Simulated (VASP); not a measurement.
Computed with PBE GGA, VASP's PBE PAW potentials (set 64) (plane waves; VASP 6.6.1).

The input files of a VASP run:

**KPOINTS**
```
Automatic mesh
0
Monkhorst-Pack
12 12 7
0 0 0
```

**INCAR**
```
SYSTEM=Gd
PREC=Accurate; ENCUT=400; LREAL=.False.
LASPH=.True.
EDIFF=1E-6; NELM=100; ALGO=Normal
LMAXMIX=6
ISMEAR=1; SIGMA=0.1
GGA=PE
ISIF=2
LWAVE=.False.; LCHARG=.False.
```

File POSCAR:
```
Gd
1
    1.7840020000    -3.0654930000     0.0000000000
    1.7840020000     3.0654930000     0.0000000000
    0.0000000000     0.0000000000     5.8312260000
Gd
2
Direct
  0.3333330000   0.6666670000   0.2500000000
  0.6920380000   0.3587040000   0.7500000000
```

POTCAR, in this order: Gd_3 (PBE.64 set). Program: vasp_std.

The run wrote:

File OSZICAR:
```
       N       E                     dE             d eps       ncg     rms          rms(c)
DAV:   1     0.341860588317E+02    0.34186E+02   -0.78578E+03  7520   0.101E+03
DAV:   2    -0.765651692216E+01   -0.41843E+02   -0.40786E+02  8608   0.209E+02
DAV:   3    -0.909996521219E+01   -0.14434E+01   -0.13567E+01 10064   0.248E+01
DAV:   4    -0.912739947309E+01   -0.27434E-01   -0.27255E-01  9048   0.349E+00
DAV:   5    -0.912818734994E+01   -0.78788E-03   -0.78767E-03 11093   0.445E-01    0.226E+01
DAV:   6    -0.913123635900E+01   -0.30490E-02   -0.20089E-02  8423   0.114E+00    0.136E+01
DAV:   7    -0.914058425183E+01   -0.93479E-02   -0.35817E-02  8243   0.153E+00    0.207E-01
DAV:   8    -0.914025142760E+01    0.33282E-03   -0.20469E-03  8928   0.340E-01    0.551E-02
DAV:   9    -0.914025723034E+01   -0.58027E-05   -0.20060E-04  9418   0.105E-01    0.309E-02
DAV:  10    -0.914025243120E+01    0.47991E-05   -0.28766E-05  8985   0.381E-02    0.383E-02
DAV:  11    -0.914025361918E+01   -0.11880E-05   -0.43186E-06  8733   0.148E-02    0.105E-03
DAV:  12    -0.914025382889E+01   -0.20972E-06   -0.26962E-07  4959   0.411E-03
   1 F= -.91402538E+01 E0= -.91399961E+01  d E =-.773127E-03
```

File OUTCAR:
```
------------------------ aborting loop because EDIFF is reached ----------------------------------------
  FORCE on cell =-STRESS in cart. coord.  units (eV):
  Direction    XX          YY          ZZ          XY          YZ          ZX
  --------------------------------------------------------------------------------------
  Total        0.5838629      0.7586053     -0.0609884     -0.1066154      0.0000000      0.0000000
  in kB       14.6668199     19.0564017     -1.5320487     -2.6782115      0.0000000      0.0000000
  external PRESSURE =      10.7303910 kB  Pullay stress =       0.0000000 kB
  volume of cell :       63.78
      direct lattice vectors                 reciprocal lattice vectors
     1.784002000 -3.065493000  0.000000000     0.280268744 -0.163105902  0.000000000
     1.784002000  3.065493000  0.000000000     0.280268744  0.163105902  0.000000000
     0.000000000  0.000000000  5.831226000     0.000000000  0.000000000  0.171490524
 POSITION                                       TOTAL-FORCE (eV/Angst)
 -----------------------------------------------------------------------------------
      1.78400      1.02183      1.45781         0.070898      0.000764     -0.000000
      1.87453     -1.02183      4.37342        -0.070898     -0.000764      0.000000
 -----------------------------------------------------------------------------------
    total drift:                                0.000004     -0.000000      0.000000
  FREE ENERGIE OF THE ION-ELECTRON SYSTEM (eV)
  ---------------------------------------------------
  free  energy   TOTEN  =        -9.1402538289 eV

  energy  without entropy=       -9.1394807021  energy(sigma->0) =       -9.13999612
```
(Selected blocks of OUTCAR.)

The 4f electrons are frozen in the core of the lanthanide potential, so 4f levels, which can set the real gap, and their magnetism are missing.

The compound is Gd in the hcp structure. The cell was not relaxed at this level, atoms are displaced from their ideal sites. The run is one of a series of settings (KPOINTS 12×12×7 Monkhorst-Pack mesh against the base run), some of them coarse on purpose.
